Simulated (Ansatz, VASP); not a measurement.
**HfSi in two plane-wave programs**

Wanted: the spread between two codes on one cell, functional and k mesh. The cell is generated by rule, not measured, and may not be a known phase. The cell is taken from a series of runs on this material, whose earlier steps may have relaxed, scaled, displaced or heated it; both programs get it as it stands.

Main program and level: Ansatz 0.2.0; plane waves, with VASP 6.6.1 beside it; zone-centre phonons at PBEsol.

The structure was built from a prototype and need not be the compound's stable phase.

## 1. Set-up

It takes space group P6_3/mmc (No. 194, hexagonal). The conventional cell has a = 4.545 Å, b = 4.545 Å, c = 5.194 Å, α = 90.00°, β = 90.00°, γ = 120.00°. Nearest to Hf lie 5 Si at 2.60 to 2.62 Å. Si has 5 Hf at 2.60 to 2.62 Å nearest. Farther neighbours are not listed.

## 2. VASP: zone-centre phonons, PBEsol

Second derivatives magnify differences that forces hide, and they need a tight electronic threshold.

Lines of VASP's logs that name or quote its potential files are left out, and so is its time.

Contents of INCAR:

```
SYSTEM = HfSi
PREC = Accurate
ENCUT = 500
EDIFF = 1E-08
NELM = 120
ISMEAR = 1
SIGMA = 0.15
LREAL = .FALSE.
ALGO = Normal
GGA = PS
NBANDS = 20
LASPH = .TRUE.
LORBIT = 11
LWAVE = .FALSE.
LCHARG = .FALSE.
ISIF = 2
IBRION = 8
GGA_COMPAT = .FALSE.
KPAR = 2
```

Contents of POSCAR:

```
HfSi
1.0
    4.5453468299      0.0000000000      0.0000000000
   -2.2726734149      3.9363858237      0.0000000000
    0.0000000000      0.0000000000      5.1942624612
Hf Si
2 2
Direct
    0.3333333333      0.6666666667      0.9375000000
    0.6666666667      0.3333333333      0.4375000000
    0.3333333333      0.6666666667      0.4375000000
    0.6666666667      0.3333333333      0.9375000000
```

Contents of KPOINTS:

```
Automatic mesh
0
Gamma
10 10 8
0 0 0
```

Potentials, in the order of the species: Hf_pv and Si (PBE family, release 64).

Launch:

```
$ mpirun -np 2 vasp_std
```

Numbers of over 12 decimals in the logs are rounded to 6 here.

The log of the run:

```text
[banner, memory and clock lines left out]
running    2 mpi-ranks, on    1 nodes
 distrk:  each k-point on    1 cores,    2 groups
 distr:  one band on    1 cores,    1 groups

 POSCAR found type information on POSCAR HfSi
 POSCAR found :  2 types and       4 ions
|                                                                             |
|               ----> ADVICE to this user running VASP <----                  |
|                                                                             |
|     You enforced a specific xc type in the INCAR file but a different       |
|     [... a line on the potential file left out ...]
|     I HOPE YOU KNOW WHAT YOU ARE DOING!                                     |
|                                                                             |

 LDA part: xc-table for (Slater+PW92), standard interpolation
 POSCAR, INCAR and KPOINTS ok, starting setup
 FFT: planning ... GRIDC
 FFT: planning ... GRID_SOFT
 FFT: planning ... GRID
 WAVECAR not read
 entering main loop
       N       E                     dE             d eps       ncg     rms          rms(c)
DAV:   1     0.873064367917E+02    0.87306E+02   -0.14121E+04  2824   0.121E+03
DAV:   2    -0.297602657194E+02   -0.11707E+03   -0.11285E+03  3448   0.268E+02
DAV:   3    -0.353603161184E+02   -0.56001E+01   -0.55144E+01  3796   0.400E+01
DAV:   4    -0.354471316598E+02   -0.86816E-01   -0.86648E-01  3796   0.582E+00
DAV:   5    -0.354485970108E+02   -0.14654E-02   -0.14650E-02  3740   0.686E-01    0.637E+01
DAV:   6    -0.332382495897E+02    0.22103E+01   -0.58598E+00  3248   0.994E+00    0.397E+01
DAV:   7    -0.331123914421E+02    0.12586E+00   -0.28336E+00  3652   0.745E+00    0.470E+00
DAV:   8    -0.330128906130E+02    0.99501E-01   -0.74391E-01  3076   0.360E+00    0.568E-01
DAV:   9    -0.330122962424E+02    0.59437E-03   -0.22522E-02  3484   0.849E-01    0.304E-01
DAV:  10    -0.330123410039E+02   -0.44762E-04   -0.91114E-04  3704   0.150E-01    0.240E-01
DAV:  11    -0.330123141964E+02    0.26808E-04   -0.28516E-04  3468   0.716E-02    0.438E-02
DAV:  12    -0.330123134878E+02    0.70866E-06   -0.10362E-05  3432   0.185E-02    0.979E-03
DAV:  13    -0.330123140691E+02   -0.58131E-06   -0.76405E-07  3568   0.503E-03    0.400E-03
DAV:  14    -0.330123140990E+02   -0.29985E-07   -0.45916E-08  3596   0.101E-03    0.203E-03
DAV:  15    -0.330123140918E+02    0.72491E-08   -0.22535E-08  2732   0.721E-04
   1 F= -.33012314E+02 E0= -.33012356E+02  d E =0.124762E-03
 Linear response reoptimize wavefunctions to high precision
DAV:   1    -0.330123140876E+02    0.42041E-08   -0.89937E-10  2128   0.194E-04
DAV:   2    -0.330123140876E+02   -0.40927E-10   -0.14674E-10  2032   0.761E-05
 Linear response DOF=           4
 Linear response progress:
  Degree of freedom:   1/  4
       N       E                     dE             d eps       ncg     rms          rms(c)
RMM:   1    -0.224010022671E+00   -0.22401E+00    0.47788E+00 10872   0.124E+01
RMM:   2    -0.232034265963E+00   -0.80242E-02   -0.49822E-02 15879   0.127E+00    0.565E-01
RMM:   3    -0.231971377122E+00    0.62889E-04   -0.50585E-03 21639   0.272E-01    0.313E-01
RMM:   4    -0.231752600112E+00    0.21878E-03   -0.54055E-04 23969   0.865E-02    0.225E-01
RMM:   5    -0.231446959207E+00    0.30564E-03   -0.62096E-05 22126   0.402E-02    0.385E-02
RMM:   6    -0.231382051101E+00    0.64908E-04   -0.38067E-06 24619   0.143E-02    0.168E-02
RMM:   7    -0.231373315240E+00    0.87359E-05   -0.10668E-06 22636   0.638E-03    0.279E-03
RMM:   8    -0.231373373985E+00   -0.58745E-07    0.98137E-07 23465   0.232E-03    0.523E-04
RMM:   9    -0.231373067776E+00    0.30621E-06    0.11091E-06 24998   0.107E-03    0.198E-04
RMM:  10    -0.231373637487E+00   -0.56971E-06    0.10113E-06 24672   0.559E-04    0.130E-04
RMM:  11    -0.231373565419E+00    0.72068E-07    0.54870E-07 24784   0.350E-04    0.633E-05
RMM:  12    -0.231373599364E+00   -0.33945E-07    0.43307E-07 24449   0.239E-04    0.359E-05
RMM:  13    -0.231373558456E+00    0.40908E-07    0.23701E-07 24693   0.182E-04    0.664E-06
RMM:  14    -0.231373570328E+00   -0.11872E-07    0.17446E-07 24479   0.145E-04    0.974E-06
RMM:  15    -0.231373560818E+00    0.95106E-08    0.97378E-08 24511   0.126E-04    0.553E-06
 first order change of Fermi-energy  -0.51031E-05
 force on displaced ion       1 direction 1 : -10.057  -0.002   0.000
 Linear response progress:
  Degree of freedom:   2/  4
       N       E                     dE             d eps       ncg     rms          rms(c)
RMM:   1    -0.216188889992E+00   -0.21619E+00    0.62979E+00  4028   0.133E+01
RMM:   2    -0.227321730548E+00   -0.11133E-01   -0.52918E-02  5777   0.127E+00    0.636E-01
RMM:   3    -0.226867161045E+00    0.45457E-03   -0.56955E-03  7451   0.308E-01    0.287E-01
RMM:   4    -0.226504832238E+00    0.36233E-03   -0.82025E-04  8252   0.117E-01    0.205E-01
RMM:   5    -0.226161585638E+00    0.34325E-03   -0.15643E-04  8114   0.550E-02    0.574E-02
RMM:   6    -0.226042020981E+00    0.11956E-03   -0.15796E-05  8611   0.225E-02    0.226E-02
RMM:   7    -0.226031866912E+00    0.10154E-04   -0.66311E-06  8126   0.828E-03    0.292E-03
RMM:   8    -0.226026022162E+00    0.58447E-05    0.13970E-05  8710   0.370E-03    0.242E-03
RMM:   9    -0.226025304228E+00    0.71793E-06    0.11612E-05  8841   0.158E-03    0.394E-04
RMM:  10    -0.226025403200E+00   -0.98972E-07    0.76989E-06  8586   0.792E-04    0.157E-04
RMM:  11    -0.226025317583E+00    0.85616E-07    0.27527E-06  8764   0.500E-04    0.168E-04
RMM:  12    -0.226025138990E+00    0.17859E-06    0.35321E-06  8766   0.313E-04    0.809E-05
RMM:  13    -0.226025147409E+00   -0.84190E-08    0.94128E-07  8747   0.221E-04    0.401E-05
RMM:  14    -0.226024996908E+00    0.15050E-06    0.88536E-07  9194   0.167E-04    0.409E-05
RMM:  15    -0.226025058194E+00   -0.61286E-07    0.28680E-07  8660   0.135E-04    0.961E-06
RMM:  16    -0.226024978718E+00    0.79476E-07    0.62856E-07  8719   0.116E-04    0.914E-06
RMM:  17    -0.226024935635E+00    0.43083E-07    0.45940E-07  8919   0.107E-04    0.565E-06
RMM:  18    -0.226024951545E+00   -0.15910E-07    0.24734E-07  8430   0.984E-05    0.367E-06
RMM:  19    -0.226024963476E+00   -0.11931E-07    0.90378E-08  7708   0.939E-05    0.222E-06
RMM:  20    -0.226024960631E+00    0.28459E-08    0.30598E-08  7901   0.919E-05    0.725E-07
 first order change of Fermi-energy   0.27142E-03
 force on displaced ion       1 direction 3 :  -0.000   0.000 -12.638
 Linear response progress:
  Degree of freedom:   3/  4
       N       E                     dE             d eps       ncg     rms          rms(c)
RMM:   1    -0.212324525865E-01   -0.21232E-01    0.38057E-02 22963   0.990E-01
RMM:   2    -0.212151143368E-01    0.17338E-04   -0.25237E-03 19921   0.220E-01    0.427E-01
RMM:   3    -0.212153890005E-01   -0.27466E-06   -0.65225E-04 15883   0.117E-01    0.231E-01
RMM:   4    -0.215467628761E-01   -0.33137E-03   -0.38203E-04 17584   0.819E-02    0.274E-02
RMM:   5    -0.214791097281E-01    0.67653E-04   -0.34813E-05 19267   0.279E-02    0.122E-02
RMM:   6    -0.214886257773E-01   -0.95160E-05   -0.48602E-06 20991   0.799E-03    0.696E-03
RMM:   7    -0.214794433302E-01    0.91824E-05   -0.11552E-07 20385   0.272E-03    0.182E-03
RMM:   8    -0.214818442669E-01   -0.24009E-05   -0.40815E-08 21221   0.121E-03    0.678E-04
RMM:   9    -0.214835593787E-01   -0.17151E-05   -0.67947E-08 20299   0.384E-04    0.749E-05
RMM:  10    -0.214835093682E-01    0.50010E-07    0.42267E-08 22005   0.112E-04    0.337E-05
RMM:  11    -0.214835424553E-01   -0.33087E-07    0.15953E-08 22851   0.392E-05    0.112E-05
RMM:  12    -0.214835268636E-01    0.15592E-07    0.18951E-08 22517   0.191E-05    0.331E-06
RMM:  13    -0.214835247444E-01    0.21192E-08   -0.39136E-09 21101   0.146E-05    0.106E-06
 first order change of Fermi-energy  -0.48696E-04
 force on displaced ion       3 direction 1 :  -9.521  -0.003   0.000
 Linear response progress:
  Degree of freedom:   4/  4
       N       E                     dE             d eps       ncg     rms          rms(c)
RMM:   1    -0.270365969137E-01   -0.27037E-01    0.38025E-02  7522   0.118E+00
RMM:   2    -0.237959464622E-01    0.32407E-02   -0.57261E-03  7534   0.267E-01    0.480E-01
RMM:   3    -0.238264561051E-01   -0.30510E-04   -0.89246E-04  5697   0.123E-01    0.234E-01
RMM:   4    -0.241278665629E-01   -0.30141E-03   -0.44834E-04  6588   0.742E-02    0.259E-02
RMM:   5    -0.241065677760E-01    0.21299E-04   -0.35706E-05  6769   0.324E-02    0.101E-02
RMM:   6    -0.241214524050E-01   -0.14885E-04   -0.62810E-06  7072   0.951E-03    0.397E-03
RMM:   7    -0.241136337854E-01    0.78186E-05   -0.59011E-07  7086   0.333E-03    0.942E-04
RMM:   8    -0.241160251393E-01   -0.23914E-05   -0.27129E-07  7251   0.143E-03    0.780E-04
RMM:   9    -0.241183579533E-01   -0.23328E-05   -0.71409E-07  6579   0.581E-04    0.160E-04
RMM:  10    -0.241181754382E-01    0.18252E-06   -0.29185E-07  7798   0.198E-04    0.539E-05
RMM:  11    -0.241182996941E-01   -0.12426E-06   -0.47754E-07  7353   0.730E-05    0.465E-05
RMM:  12    -0.241183055487E-01   -0.58545E-08   -0.39804E-07  7784   0.432E-05    0.905E-06
RMM:  13    -0.241183008649E-01    0.46837E-08   -0.34440E-07  7932   0.232E-05    0.368E-06
RMM:  14    -0.241182979760E-01    0.28889E-08   -0.37391E-07  7655   0.182E-05    0.126E-06
RMM:  15    -0.241182965162E-01    0.14598E-08   -0.37253E-07  5616   0.165E-05    0.747E-07
RMM:  16    -0.241182964251E-01    0.91116E-10   -0.37075E-07  4608   0.163E-05    0.108E-07
RMM:  17    -0.241182965252E-01   -0.10009E-09   -0.37323E-07  4370   0.163E-05    0.656E-08
 first order change of Fermi-energy  -0.60159E-03
 force on displaced ion       3 direction 3 :   0.000   0.000 -12.628
 Linear response finished
```

Parts of OUTCAR (step 2):

```text
ion  position               nearest neighbor table
   1  0.333  0.667  0.938-   3 2.60   3 2.60   4 2.62   4 2.62   4 2.62   2 3.69   2 3.69   2 3.69
                             2 3.69   2 3.69   2 3.69
   2  0.667  0.333  0.438-   4 2.60   4 2.60   3 2.62   3 2.62   3 2.62   1 3.69   1 3.69   1 3.69
                             1 3.69   1 3.69   1 3.69
   3  0.333  0.667  0.438-   1 2.60   1 2.60   2 2.62   2 2.62   2 2.62
   4  0.667  0.333  0.938-   2 2.60   2 2.60   1 2.62   1 2.62   1 2.62

  LATTYP: Found a hexagonal cell.
 ALAT       =     4.5453468299
 C/A-ratio  =     1.1427648220

 Subroutine GETGRP returns: Found 24 space group operations
 (whereof  6 operations were pure point group operations)

The static configuration has the point symmetry C_3v.
 The point group associated with its full space group is D_6h.

 Found     70 irreducible k-points:

   k-points           NKPTS =     70   k-points in BZ     NKDIM =     70   number of bands    NBANDS=     20

   dimension x,y,z NGX =    36 NGY =   36 NGZ =   40
   dimension x,y,z NGXF=    72 NGYF=   72 NGZF=   80

   ENCUT  =  500.0 eV  36.75 Ry    6.06 a.u.   8.29  8.29  9.47*2*pi/ulx,y,z

   NELECT =      28.0000    total number of electrons

 k-points in reciprocal lattice and weights: Automatic mesh
   0.00000000  0.00000000  0.00000000       0.001
   0.10000000 -0.00000000  0.00000000       0.007
   0.20000000 -0.00000000  0.00000000       0.007
   0.30000000  0.00000000  0.00000000       0.007
   0.40000000 -0.00000000  0.00000000       0.007
   0.50000000 -0.00000000  0.00000000       0.004
   0.10000000  0.10000000  0.00000000       0.007
   0.20000000  0.10000000  0.00000000       0.015
   0.30000000  0.10000000  0.00000000       0.015
[...]
0.40000000  0.20000000  0.50000000       0.007
   0.30000000  0.30000000  0.50000000       0.007

 average (electrostatic) potential at core
       1 -38.0017       2 -38.0017       3 -83.8011       4 -83.8011

  Total       -0.0029437     -0.0029437      0.1071582     -0.0000000     -0.0000000     -0.0000000
  in kB       -0.0507480     -0.0507480      1.8473422     -0.0000000     -0.0000000     -0.0000000
  external PRESSURE =       0.5819487 kB  Pullay stress =       0.0000000 kB

  energy-cutoff  :      500.00
  volume of cell :       92.94
      direct lattice vectors                 reciprocal lattice vectors
     4.545346830  0.000000000  0.000000000     0.220005214  0.127020069  0.000000000
    -2.272673415  3.936385824  0.000000000     0.000000000  0.254040139  0.000000000
     0.000000000  0.000000000  5.194262461     0.000000000  0.000000000  0.192520114

 POSITION                                       TOTAL-FORCE (eV/Angst)
 -----------------------------------------------------------------------------------
     -0.00000      2.62426      4.86962        -0.000000      0.000000      0.000000
      2.27267      1.31213      2.27249         0.000000     -0.000000     -0.000000
     -0.00000      2.62426      2.27249        -0.000000      0.000000     -0.000000
      2.27267      1.31213      4.86962         0.000000     -0.000000     -0.000000
 -----------------------------------------------------------------------------------
    total drift:                               -0.000000      0.000000     -0.000000

 Eigenvectors and eigenvalues of the dynamical matrix
 ----------------------------------------------------

   1 f  =   11.752144 THz    73.840901 2PiTHz  392.009344 cm-1    48.602942 meV
             X         Y         Z           dx          dy          dz
     -0.000000  2.624257  4.869621    -0.000000   -0.000000    0.228907
      2.272673  1.312129  2.272490    -0.000000   -0.000000   -0.228907
     -0.000000  2.624257  2.272490     0.000000    0.000000   -0.669030
      2.272673  1.312129  4.869621     0.000000    0.000000    0.669030

   2 f  =   10.516302 THz    66.075871 2PiTHz  350.786061 cm-1    43.491909 meV
             X         Y         Z           dx          dy          dz
     -0.000000  2.624257  4.869621    -0.000000   -0.000000    0.260759
      2.272673  1.312129  2.272490    -0.000000   -0.000000    0.260759
     -0.000000  2.624257  2.272490     0.000000    0.000000   -0.657271
      2.272673  1.312129  4.869621     0.000000    0.000000   -0.657271

   3 f  =    9.685480 THz    60.855663 2PiTHz  323.072825 cm-1    40.055907 meV
             X         Y         Z           dx          dy          dz
     -0.000000  2.624257  4.869621    -0.192313   -0.175903   -0.000000
      2.272673  1.312129  2.272490    -0.192313   -0.175903   -0.000000
     -0.000000  2.624257  2.272490     0.485031    0.443643    0.000000
      2.272673  1.312129  4.869621     0.485031    0.443643    0.000000

   4 f  =    9.685480 THz    60.855663 2PiTHz  323.072825 cm-1    40.055907 meV
             X         Y         Z           dx          dy          dz
     -0.000000  2.624257  4.869621     0.175903   -0.192313    0.000000
      2.272673  1.312129  2.272490     0.175903   -0.192313   -0.000000
     -0.000000  2.624257  2.272490    -0.443643    0.485031   -0.000000
      2.272673  1.312129  4.869621    -0.443643    0.485031   -0.000000

   5 f  =    9.567635 THz    60.115224 2PiTHz  319.141955 cm-1    39.568542 meV
             X         Y         Z           dx          dy          dz
     -0.000000  2.624257  4.869621    -0.149761   -0.136983   -0.000000
      2.272673  1.312129  2.272490     0.149761    0.136983   -0.000000
     -0.000000  2.624257  2.272490    -0.499809   -0.457163    0.000000
      2.272673  1.312129  4.869621     0.499809    0.457163    0.000000

   6 f  =    9.567635 THz    60.115224 2PiTHz  319.141955 cm-1    39.568542 meV
             X         Y         Z           dx          dy          dz
     -0.000000  2.624257  4.869621    -0.136983    0.149761   -0.000000
      2.272673  1.312129  2.272490     0.136983   -0.149761    0.000000
     -0.000000  2.624257  2.272490    -0.457163    0.499809    0.000000
      2.272673  1.312129  4.869621     0.457163   -0.499809    0.000000

   7 f  =    2.812227 THz    17.669742 2PiTHz   93.805786 cm-1    11.630430 meV
             X         Y         Z           dx          dy          dz
     -0.000000  2.624257  4.869621    -0.499810   -0.457163   -0.000000
      2.272673  1.312129  2.272490     0.499810    0.457163   -0.000000
     -0.000000  2.624257  2.272490     0.149761    0.136983   -0.000000
      2.272673  1.312129  4.869621    -0.149761   -0.136983   -0.000000

   8 f  =    2.812227 THz    17.669742 2PiTHz   93.805786 cm-1    11.630430 meV
             X         Y         Z           dx          dy          dz
     -0.000000  2.624257  4.869621    -0.457163    0.499810    0.000000
      2.272673  1.312129  2.272490     0.457163   -0.499810   -0.000000
     -0.000000  2.624257  2.272490     0.136983   -0.149761    0.000000
      2.272673  1.312129  4.869621    -0.136983    0.149761   -0.000000

   9 f  =    2.386201 THz    14.992940 2PiTHz   79.595081 cm-1     9.868528 meV
             X         Y         Z           dx          dy          dz
     -0.000000  2.624257  4.869621    -0.000000    0.000000   -0.669030
      2.272673  1.312129  2.272490     0.000000   -0.000000    0.669030
     -0.000000  2.624257  2.272490     0.000000   -0.000000   -0.228907
      2.272673  1.312129  4.869621    -0.000000    0.000000    0.228907

  10 f/i=    0.000533 THz     0.003347 2PiTHz    0.017769 cm-1     0.002203 meV
             X         Y         Z           dx          dy          dz
     -0.000000  2.624257  4.869621     0.000000    0.000000    0.657271
      2.272673  1.312129  2.272490     0.000000    0.000000    0.657271
     -0.000000  2.624257  2.272490     0.000000    0.000000    0.260759
      2.272673  1.312129  4.869621     0.000000    0.000000    0.260759

  11 f/i=    0.001458 THz     0.009164 2PiTHz    0.048648 cm-1     0.006032 meV
             X         Y         Z           dx          dy          dz
     -0.000000  2.624257  4.869621    -0.336464   -0.564682    0.000000
      2.272673  1.312129  2.272490    -0.336464   -0.564682    0.000000
     -0.000000  2.624257  2.272490    -0.133407   -0.223895    0.000000
      2.272673  1.312129  4.869621    -0.133407   -0.223895    0.000000

  12 f/i=    0.001458 THz     0.009164 2PiTHz    0.048648 cm-1     0.006032 meV
             X         Y         Z           dx          dy          dz
     -0.000000  2.624257  4.869621    -0.564682    0.336464    0.000000
      2.272673  1.312129  2.272490    -0.564682    0.336464    0.000000
     -0.000000  2.624257  2.272490    -0.223895    0.133407    0.000000
      2.272673  1.312129  4.869621    -0.223895    0.133407    0.000000

 ELASTIC MODULI CONTR FROM IONIC RELAXATION (kBar)
 Direction    XX          YY          ZZ          XY          YZ          ZX
 --------------------------------------------------------------------------------
 XX        -532.3186    532.3186      0.0000     -0.0000     -0.0000      0.0000
 YY         532.3186   -532.3186     -0.0000     -0.0000      0.0000     -0.0000
 ZZ           0.0000     -0.0000     -0.0000      0.0000      0.0000     -0.0000
 XY          -0.0000     -0.0000      0.0000   -532.3186     -0.0000      0.0000
 YZ          -0.0000      0.0000      0.0000     -0.0000     -0.0000      0.0000
 ZX           0.0000     -0.0000     -0.0000      0.0000      0.0000     -0.0000
 --------------------------------------------------------------------------------
```

Harder data sets than Hf_pv exist (the GW ones), and pressures, volumes and forces can shift noticeably with them.

[end of part 1 of 2]

[Lines on the potential files, build, host, timing and source positions are cut from VASP's logs without a mark.]

[Logs are printed without paths, hosts, clocks, repeated set-up lines and the standing remarks that a program may print on its own settings, such as how far it seeks lower states.]

[Hosts, paths, dates, database ids (printed as entryN), source tags and the programs' standing remarks are cut or masked in the printed files.]
